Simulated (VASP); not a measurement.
```
CELL_PARAMETERS angstrom
      1.63133    -5.05425     0.00000
      1.63133     5.05425     0.00000
      0.00000     0.00000     4.15172
ATOMIC_POSITIONS crystal
  P  0.10531 0.89469 0.92618
  P  0.39469 0.60531 0.42618
  P  0.60531 0.39469 0.57382
  P  0.89469 0.10531 0.07382
```

Calculation: vdW-DF-cx, VASP's PBE PAW potentials (set 64) (plane waves; VASP 6.6.1). Run with 520 eV cut-off, 10×10×7 Γ-centred mesh, first-order Methfessel-Paxton smearing of 0.10 eV, potentials P.

Problem. The ions and cell shape at fixed volume are relaxed. Give the cell that the relaxation ends in.

Solution. 
```
CELL_PARAMETERS angstrom
      1.66868    -5.03342     0.00000
      1.66868     5.03342     0.00000
      0.00000     0.00000     4.07558
ATOMIC_POSITIONS crystal
  P  0.10848 0.89152 0.93236
  P  0.39152 0.60848 0.43236
  P  0.60848 0.39152 0.56764
  P  0.89152 0.10848 0.06764
```
Space group Cmce (64), at a tolerance of 0.03 Å.

Problem. How much energy does the relaxation gain?

Solution. The energy (σ→0) changes by -12.7 meV/atom, in 9 ionic steps.

| step | E(σ→0) (eV) | max force (eV/Å) | pressure (GPa) | volume (Å³) |
|---|---|---|---|---|
| 1 | -16.6633 | 0.542 | 6.06 | 68.46 |
| 2 | -16.7022 | 0.157 | 3.71 | 68.46 |
| 3 | -16.7062 | 0.122 | 2.71 | 68.46 |
| 4 | -16.7124 | 0.054 | 2.34 | 68.46 |
| 5 | -16.7125 | 0.082 | 2.27 | 68.46 |
| 6 | -16.7133 | 0.010 | 2.21 | 68.46 |
| 7 | -16.7134 | 0.016 | 2.22 | 68.46 |
| 8 | -16.7137 | 0.013 | 2.20 | 68.46 |
| 9 | -16.7140 | 0.007 | 2.16 | 68.46 |

The compound is P in the black structure. This cell is one point of a volume scan, at 0.94 of the reference volume. Symmetry was kept, so distortions that lower it aren't found.
